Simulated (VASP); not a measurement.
These are LDA (Ceperley-Alder, Perdew-Zunger), VASP's LDA PAW potentials (set 64) (plane waves; VASP) values and carry that method's errors.

Input for VASP

INCAR:
```
LASPH  =  .TRUE.   # aspherical one-centre terms
ISIF  =  3   # ions, shape and volume
ISMEAR  =  0
LWAVE  =  .FALSE.
SIGMA  =  0.05
PREC  =  Accurate
NSW  =  40
LREAL  =  .FALSE.   # projection in real space or not
LCHARG  =  .FALSE.
ENCUT  =  620   # plane-wave cut-off (eV)
IBRION  =  2   # conjugate gradients
ALGO  =  Normal   # blocked Davidson
NELM  =  100   # most electronic steps
EDIFF  =  1E-6
SYSTEM  =  KMgF3
PSTRESS  =  100   # kbar
EDIFFG  =  -0.02   # ionic stop
```

File KPOINTS:
```
Automatic
0
G
  6 6 6
0 0 0
```

### POSCAR
```
KMgF3
1
    3.7772870200     0.0000000000     0.0000000000
    0.0000000000     3.7772870200     0.0000000000
   -0.0000000000    -0.0000000000     3.7772870200
K Mg F
1 1 3
Direct
  0.0000000000   0.0000000000   0.0000000000
  0.5000000000   0.5000000000   0.5000000000
  0.5000000000   0.0000000000   0.5000000000
  0.0000000000   0.5000000000   0.5000000000
  0.5000000000   0.5000000000   0.0000000000
```

POTCAR, in this order: K_sv Mg F (LDA.64 set). Program: vasp_std.

The run wrote:

**OSZICAR**
```
       N       E                     dE             d eps       ncg     rms          rms(c)
DAV:   1     0.292081467270E+03    0.29208E+03   -0.19983E+04   800   0.184E+03
DAV:   2    -0.162276664952E+02   -0.30831E+03   -0.29536E+03  1024   0.445E+02
DAV:   3    -0.287576667616E+02   -0.12530E+02   -0.12492E+02   956   0.887E+01
DAV:   4    -0.291611117526E+02   -0.40344E+00   -0.40279E+00  1364   0.140E+01
DAV:   5    -0.291632860000E+02   -0.21742E-02   -0.21741E-02   920   0.103E+00    0.906E+00
DAV:   6    -0.270563268995E+02    0.21070E+01   -0.86046E+00   916   0.250E+01    0.466E+00
DAV:   7    -0.270109067418E+02    0.45420E-01   -0.33701E-01  1056   0.399E+00    0.318E+00
DAV:   8    -0.269785346671E+02    0.32372E-01   -0.75023E-02   960   0.294E+00    0.430E-01
DAV:   9    -0.269762206601E+02    0.23140E-02   -0.18655E-02   972   0.107E+00    0.995E-02
DAV:  10    -0.269763198055E+02   -0.99145E-04   -0.13107E-03  1120   0.251E-01    0.238E-02
DAV:  11    -0.269763142464E+02    0.55591E-05   -0.22804E-05  1000   0.443E-02    0.895E-03
DAV:  12    -0.269763139998E+02    0.24665E-06   -0.21058E-06   800   0.141E-02
   1 F= -.23612520E+02 E0= -.23612520E+02  d E =-.236125E+02
```

OUTCAR:
```
------------------------ aborting loop because EDIFF is reached ----------------------------------------
  FORCE on cell =-STRESS in cart. coord.  units (eV):
  Direction    XX          YY          ZZ          XY          YZ          ZX
  --------------------------------------------------------------------------------------
  Total        3.3693459      3.3693459      3.3693459      0.0000000      0.0000000      0.0000000
  in kB      100.1650527    100.1650527    100.1650527      0.0000000      0.0000000      0.0000000
  external PRESSURE =       0.1650527 kB  Pullay stress =     100.0000000 kB
  volume of cell :       53.89
      direct lattice vectors                 reciprocal lattice vectors
     3.777287020  0.000000000  0.000000000     0.264740274  0.000000000  0.000000000
     0.000000000  3.777287020  0.000000000     0.000000000  0.264740274  0.000000000
     0.000000000  0.000000000  3.777287020     0.000000000  0.000000000  0.264740274
 POSITION                                       TOTAL-FORCE (eV/Angst)
 -----------------------------------------------------------------------------------
      0.00000      0.00000      0.00000         0.000000      0.000000      0.000000
      1.88864      1.88864      1.88864         0.000000      0.000000      0.000000
      1.88864      0.00000      1.88864         0.000000      0.000000      0.000000
      0.00000      1.88864      1.88864         0.000000      0.000000      0.000000
      1.88864      1.88864      0.00000         0.000000      0.000000      0.000000
 -----------------------------------------------------------------------------------
    total drift:                                0.000000     -0.000000     -0.000000
  FREE ENERGIE OF THE ION-ELECTRON SYSTEM (eV)
  ---------------------------------------------------
  free  energy   TOTEN  =       -26.9763139998 eV

  energy  without entropy=      -26.9763139998  energy(sigma->0) =      -26.97631400
  enthalpy is  TOTEN    =       -23.6125201172 eV   P V=        3.3637938826

 reached required accuracy - stopping structural energy minimisation
```
(Selected blocks of OUTCAR.)

The compound is KMgF3 in the cubic perovskite structure. It was relaxed first under an external pressure of 10 GPa.
